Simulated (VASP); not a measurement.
A convergence study with VASP on BP (zinc blende): one setting is varied, all else stays as given below, so the limit is that of these other settings. Each run relaxes cell and ions from the cell shown. The basis is that of the starting cell, so low cut-offs carry a Pulay error.

```xyz
2
Lattice="0.0000 2.2700 2.2700 2.2700 0.0000 2.2700 2.2700 2.2700 0.0000" Properties=species:S:1:pos:R:3 pbc="T T T"
B      0.0000     0.0000     0.0000
P      1.1350     1.1350     1.1350
```

These are LDA (Ceperley-Alder, Perdew-Zunger), VASP's LDA PAW potentials (set 64) (plane waves; VASP 6.6.1) values and carry that method's errors. The tightest run used: 800 eV cut-off, 8×8×8 Γ-centred mesh, Gaussian smearing of 0.050 eV, potentials B P.

Gaps are read on the run's mesh, which can miss a band edge.

```csv
setting,relaxed volume (Å³/atom),E (eV/atom),gap on the mesh (eV),plane waves
ENCUT = 250,11.106,-7.1660,1.138,222
ENCUT = 300,11.251,-7.1922,1.174,290
ENCUT = 350,11.303,-7.1978,1.183,360
```

**Question.** These are the cheaper rows. Estimate the results at ENCUT = 800, and how far the last row shown lies from them.

**Answer.** 
```tsv
quantity	tightest run	last row shown is off by
relaxed volume (Å³/atom)	11.316	-0.013
E (eV/atom)	-7.2000	0.0022
gap on the mesh (eV)	1.184	-0.001
```

Left out are rungs that failed or repeat a setting and relaxations that didn't move; long series are thinned to 24 rows.

The compound is BP in the zinc blende structure.
